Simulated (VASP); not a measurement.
```yaml
crystal:
  lattice:
    - [0.00000, 2.66558, 2.66558]
    - [2.66558, 0.00000, 2.66558]
    - [2.66558, 2.66558, 0.00000]
  atoms:
    - { symbol: Cu, position: [0.00000, 0.00000, 0.00000] }
    - { symbol: Cl, position: [0.25000, 0.25000, 0.25000] }
```

All values below come from vdW-DF-cx, VASP's PBE PAW potentials (set 64) (plane waves; VASP). Settings: 520 eV cut-off, 10×10×10 Γ-centred mesh, tetrahedra with Blöchl corrections, potentials Cu Cl.

**Question.** Estimate the energy per atom (σ→0), band gap (on the k-mesh) with the smallest direct gap where there is one.

**Answer.** 
band gap (on the k-mesh): 0.59 eV
smallest direct gap (on the k-mesh): 0.59 eV
energy per atom (σ→0): -0.946 eV/atom

Only differences to runs with the same potentials and settings are physical.

The compound is CuCl in the zinc blende structure. It was relaxed first.
